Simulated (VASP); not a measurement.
Method: PBE GGA, VASP's PBE PAW potentials (set 64) (plane waves; VASP).

VASP ran on this input.

**INCAR**
```
ALGO = Normal   # blocked Davidson
NELECT = 18.1
PREC = Accurate
LWAVE = .FALSE.
LCHARG = .FALSE.
ISIF = 2   # forces and stress, cell fixed
ISMEAR = 0   # Gaussian
ENCUT = 400
NELM = 100   # most electronic steps
LMAXMIX = 4
SIGMA = 0.05
LASPH = .TRUE.   # aspherical one-centre terms
EDIFF = 1E-6   # SCF stop (eV)
LREAL = .FALSE.
GGA = PE   # PBE
SYSTEM = CdTe
```

### POSCAR
```
CdTe
1
    0.0000000000     3.2400000000     3.2400000000
    3.2400000000     0.0000000000     3.2400000000
    3.2400000000     3.2400000000     0.0000000000
Cd Te
1 1
Direct
  0.0000000000   0.0000000000   0.0000000000
  0.2500000000   0.2500000000   0.2500000000
```

File KPOINTS:
```
Automatic mesh
0
Gamma
6 6 6
0 0 0
```

POTCAR, in this order: Cd Te (PBE.64 set). Program: vasp_std.

Output of the run:

**OUTCAR**
```
 ion  position               nearest neighbor table
   1  0.000  0.000  0.000-   2 2.81   2 2.81   2 2.81   2 2.81
   2  0.250  0.250  0.250-   1 2.81   1 2.81   1 2.81   1 2.81
  LATTYP: Found a face centered cubic cell.
 ALAT       =     6.4800000000
 Subroutine PRICEL returns:
 Original cell was already a primitive cell.
 Subroutine GETGRP returns: Found 24 space group operations
The static configuration has the point symmetry T_d .
The dynamic configuration has the point symmetry T_d .
 Subroutine INISYM returns: Found 24 space group operations
 Subroutine IBZKPT returns following result:
 Found     16 irreducible k-points:

 Following reciprocal coordinates:
            Coordinates               Weight
  0.000000  0.000000  0.000000      1.000000
  0.166667  0.000000  0.000000      8.000000
  0.333333  0.000000  0.000000      8.000000
  0.500000  0.000000  0.000000      4.000000
  0.166667  0.166667  0.000000      6.000000
  0.333333  0.166667  0.000000     24.000000
  0.500000  0.166667  0.000000     24.000000
 -0.333333  0.166667  0.000000     24.000000
 -0.166667  0.166667  0.000000     12.000000
  0.333333  0.333333  0.000000      6.000000
  0.500000  0.333333  0.000000     24.000000
 -0.333333  0.333333  0.000000     12.000000
  0.500000  0.500000  0.000000      3.000000
  0.500000  0.333333  0.166667     24.000000
 -0.333333  0.333333  0.166667     24.000000
 -0.333333  0.500000  0.166667     12.000000
   k-points           NKPTS =     16   k-points in BZ     NKDIM =     16   number of bands    NBANDS=     13
   number of dos      NEDOS =    301   number of ions     NIONS =      2
   total plane-waves  NPLWV =  27000
   dimension x,y,z NGX =    30 NGY =   30 NGZ =   30
   dimension x,y,z NGXF=    60 NGYF=   60 NGZF=   60
   ions per type =               1   1
   PREC   = accura    normal or accurate (medium, high low for compatibility)
   ISTART =      0    job   : 0-new  1-cont  2-samecut
   ICHARG =      2    charge: 1-file 2-atom 10-const
   ISPIN  =      1    spin polarized calculation?
   LNONCOLLINEAR =      F non collinear calculations
   LSORBIT =      F    spin-orbit coupling
   INIWAV =      1    electr: 0-lowe 1-rand  2-diag
   ENCUT  =  400.0 eV  29.40 Ry    5.42 a.u.   7.47  7.47  7.47*2*pi/ulx,y,z
   NELM   =    100;   NELMIN=  2; NELMDL= -5     # of ELM steps
   EDIFF  = 0.1E-05   stopping-criterion for ELM
   LREAL  =      F    real-space projection
   NLSPLINE    = F    spline interpolate recip. space projectors
   LMAXMIX     =    4 max onsite mixed and CHGCAR
   VOSKOWN=      0    Vosko Wilk Nusair interpolation
   EDIFFG = 0.1E-04   stopping-criterion for IOM
   NSW    =      0    number of steps for IOM
   NBLOCK =      1;   KBLOCK =      1    inner block; outer block
   IBRION =     -1    ionic relax: 0-MD 1-quasi-New 2-CG
   NFREE  =      0    steps in history (QN), initial steepest desc. (CG)
   ISIF   =      2    stress and relaxation
   ISYM   =      2    0-nonsym 1-usesym 2-fastsym
   TEIN   =    0.0    initial temperature
   TEBEG  =    0.0;   TEEND  =   0.0 temperature during run
   SMASS  =  -3.00    Nose mass-parameter (am)
   PSTRESS=    0.0 pullay stress
   NELECT =      18.1000    total number of electrons
   EFERMI =   0.00;   METHOD = LEGACY
   ISMEAR =     0;   SIGMA  =   0.05  broadening in eV -4-tet -1-fermi 0-gaus
   IALGO  =     38    algorithm
   LDIAG  =      T    sub-space diagonalisation (order eigenvalues)
   IMIX   =      4    mixing-type and parameters
     AMIX     =   0.40;   BMIX     =  1.00
     AMIX_MAG =   1.60;   BMIX_MAG =  1.00
     AMIN     =   0.10
   GGA     = PE    functional components
   VOSKOWN =     0    Vosko Wilk Nusair interpolation
   LHFCALC =     F    Hartree Fock is set to
...
```

File OSZICAR:
```
       N       E                     dE             d eps       ncg     rms          rms(c)
DAV:   1     0.890490869855E+02    0.89049E+02   -0.73437E+03   424   0.970E+02
DAV:   2    -0.126719221181E+01   -0.90316E+02   -0.87712E+02   481   0.258E+02
DAV:   3    -0.456482031007E+01   -0.32976E+01   -0.32819E+01   506   0.528E+01
DAV:   4    -0.459578850869E+01   -0.30968E-01   -0.30964E-01   614   0.432E+00
DAV:   5    -0.459586245006E+01   -0.73941E-04   -0.73941E-04   481   0.199E-01    0.671E+00
DAV:   6    -0.437407928141E+01    0.22178E+00   -0.46029E-01   476   0.867E+00    0.512E+00
DAV:   7    -0.435929724309E+01    0.14782E-01   -0.13253E-01   461   0.267E+00    0.167E+00
DAV:   8    -0.435968656172E+01   -0.38932E-03   -0.12681E-02   436   0.158E+00    0.558E-01
DAV:   9    -0.436002162431E+01   -0.33506E-03   -0.12371E-03   461   0.425E-01    0.102E-01
DAV:  10    -0.436008333597E+01   -0.61712E-04   -0.12506E-04   466   0.135E-01    0.443E-02
DAV:  11    -0.436012439035E+01   -0.41054E-04   -0.66888E-05   441   0.668E-02    0.241E-02
DAV:  12    -0.436012512047E+01   -0.73012E-06   -0.37856E-06   501   0.235E-02
   1 F= -.43601251E+01 E0= -.43593869E+01  d E =-.147635E-02
```

OUTCAR:
```
------------------------ aborting loop because EDIFF is reached ----------------------------------------
  FORCE on cell =-STRESS in cart. coord.  units (eV):
  Direction    XX          YY          ZZ          XY          YZ          ZX
  --------------------------------------------------------------------------------------
  Total        2.1328592      2.1328592      2.1328592      0.0000000     -0.0000000      0.0000000
  in kB       50.2351544     50.2351544     50.2351544      0.0000000     -0.0000000      0.0000000
  external PRESSURE =      50.2351544 kB  Pullay stress =       0.0000000 kB
  volume of cell :       68.02
      direct lattice vectors                 reciprocal lattice vectors
     0.000000000  3.240000000  3.240000000    -0.154320988  0.154320988  0.154320988
     3.240000000  0.000000000  3.240000000     0.154320988 -0.154320988  0.154320988
     3.240000000  3.240000000  0.000000000     0.154320988  0.154320988 -0.154320988
  FREE ENERGIE OF THE ION-ELECTRON SYSTEM (eV)
  ---------------------------------------------------
  free  energy   TOTEN  =        -4.3601251205 eV

  energy  without entropy=       -4.3586487675  energy(sigma->0) =       -4.35938694
```
(Selected blocks of OUTCAR.)

The cell is charged, with a uniform compensating background.

The compound is CdTe in the zinc blende structure. The cell was not relaxed at this level. The run is one of a series of settings (NELECT = 18.1 against the base run), some of them coarse on purpose.
